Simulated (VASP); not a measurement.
Calculation: PBE GGA with D3 dispersion (Becke-Johnson damping), VASP's PBE PAW potentials (set 64) (plane waves; VASP).

The input files of a VASP run:

**POSCAR**
```
Cr
1.0
  2.8306435696   0.0000000000   0.0000000000
  0.0000000000   2.8306435696   0.0000000000
  0.0000000000   0.0000000000   2.8306435696
Cr
2
Cartesian
  2.8306435696   2.8306435696   2.8306435696
  1.4153217848   1.4153217848   1.4153217848
```

**INCAR**
```
ISMEAR=1
ENCUT=520
GGA=PE   # PBE
ALGO=Normal   # blocked Davidson
LREAL=.FALSE.   # projection in real space or not
LASPH=.TRUE.
LORBIT=10
ISIF=2
LCHARG=.FALSE.
NELM=100   # most electronic steps
EDIFF=1E-7
ISPIN=2   # spin-polarised
MAGMOM=0.9 -0.9
PREC=Accurate
LWAVE=.FALSE.
IVDW=12
SYSTEM=Cr
SIGMA=0.1   # width (eV)
LMAXMIX=4   # l cut-off of mixed one-centre charges
```

File KPOINTS:
```
Automatic mesh
0
Gamma
13 13 13
0 0 0
```

POTCAR, in this order: Cr_pv (PBE.64 set). Program: vasp_std.

The run wrote:

File OSZICAR:
```
       N       E                     dE             d eps       ncg     rms          rms(c)
DAV:   1     0.229457114692E+03    0.22946E+03   -0.14394E+04  5384   0.185E+03
DAV:   2    -0.142830661614E+02   -0.24374E+03   -0.24179E+03  5664   0.502E+02
DAV:   3    -0.221005611409E+02   -0.78175E+01   -0.77732E+01  6928   0.103E+02
DAV:   4    -0.222105844742E+02   -0.11002E+00   -0.11001E+00  6408   0.122E+01
DAV:   5    -0.222130982384E+02   -0.25138E-02   -0.25133E-02  7480   0.151E+00    0.189E+01
DAV:   6    -0.190621736528E+02    0.31509E+01   -0.18208E+01  5680   0.521E+01    0.369E+00
DAV:   7    -0.190501947153E+02    0.11979E-01   -0.21380E-01  5792   0.644E+00    0.232E+00
DAV:   8    -0.190422200785E+02    0.79746E-02   -0.18776E-02  7880   0.156E+00    0.118E+00
DAV:   9    -0.190358000515E+02    0.64200E-02   -0.27345E-02  6664   0.149E+00    0.345E-01
DAV:  10    -0.190367004193E+02   -0.90037E-03   -0.28942E-03  8088   0.531E-01    0.256E-01
DAV:  11    -0.190385247104E+02   -0.18243E-02   -0.25777E-02  6992   0.104E+00    0.226E-01
DAV:  12    -0.190400008473E+02   -0.14761E-02   -0.30807E-02  6816   0.123E+00    0.136E-01
DAV:  13    -0.190404580439E+02   -0.45720E-03   -0.67528E-03  6848   0.557E-01    0.808E-02
DAV:  14    -0.190406171834E+02   -0.15914E-03   -0.66119E-03  6688   0.477E-01    0.229E-02
DAV:  15    -0.190406254973E+02   -0.83139E-05   -0.56900E-04  6688   0.155E-01    0.164E-02
DAV:  16    -0.190406263768E+02   -0.87953E-06   -0.60976E-06  6832   0.309E-02    0.171E-02
DAV:  17    -0.190406250368E+02    0.13401E-05   -0.66693E-06  6864   0.167E-02    0.164E-02
DAV:  18    -0.190406282936E+02   -0.32569E-05   -0.26170E-04  6944   0.120E-01    0.281E-02
DAV:  19    -0.190406253272E+02    0.29664E-05   -0.13099E-05  6736   0.301E-02    0.320E-02
DAV:  20    -0.190406253744E+02   -0.47204E-07   -0.27716E-07  4976   0.751E-03
   1 F= -.20049999E+02 E0= -.20050295E+02  d E =0.888447E-03  mag=    -0.0000
```

### OUTCAR
```
------------------------ aborting loop because EDIFF is reached ----------------------------------------
 Edisp (eV)   -1.00937
  FORCE on cell =-STRESS in cart. coord.  units (eV):
  Direction    XX          YY          ZZ          XY          YZ          ZX
  --------------------------------------------------------------------------------------
  Total       0.08937     0.08937     0.08937     0.00000     0.00000     0.00000
  in kB       6.31347     6.31347     6.31347     0.00000     0.00000     0.00000
  external pressure =        6.31 kB  Pullay stress =        0.00 kB
  volume of cell :       22.68
      direct lattice vectors                 reciprocal lattice vectors
     2.830643570  0.000000000  0.000000000     0.353276552  0.000000000  0.000000000
     0.000000000  2.830643570  0.000000000     0.000000000  0.353276552  0.000000000
     0.000000000  0.000000000  2.830643570     0.000000000  0.000000000  0.353276552
 POSITION                                       TOTAL-FORCE (eV/Angst)
 -----------------------------------------------------------------------------------
      0.00000      0.00000      0.00000        -0.000000     -0.000000      0.000000
      1.41532      1.41532      1.41532         0.000000      0.000000     -0.000000
 -----------------------------------------------------------------------------------
    total drift:                               -0.000000      0.000000     -0.000000
  FREE ENERGIE OF THE ION-ELECTRON SYSTEM (eV)
  ---------------------------------------------------
  free  energy   TOTEN  =       -20.0499993292 eV

  energy  without entropy=      -20.0508877762  energy(sigma->0) =      -20.05029548

 total charge

# of ion       s       p       d       tot
------------------------------------------
    1        0.448   6.418   4.235  11.101
    2        0.448   6.418   4.235  11.101
--------------------------------------------------
tot          0.895  12.837   8.469  22.201

 magnetization (x)

# of ion       s       p       d       tot
------------------------------------------
    1        0.011   0.006   0.866   0.883
    2       -0.011  -0.006  -0.866  -0.883
--------------------------------------------------
tot          0.000   0.000   0.000   0.000
```
(Selected blocks of OUTCAR.)

The compound is Cr in the bcc, AFM order structure. It was relaxed first, which changed the volume by -5 %.
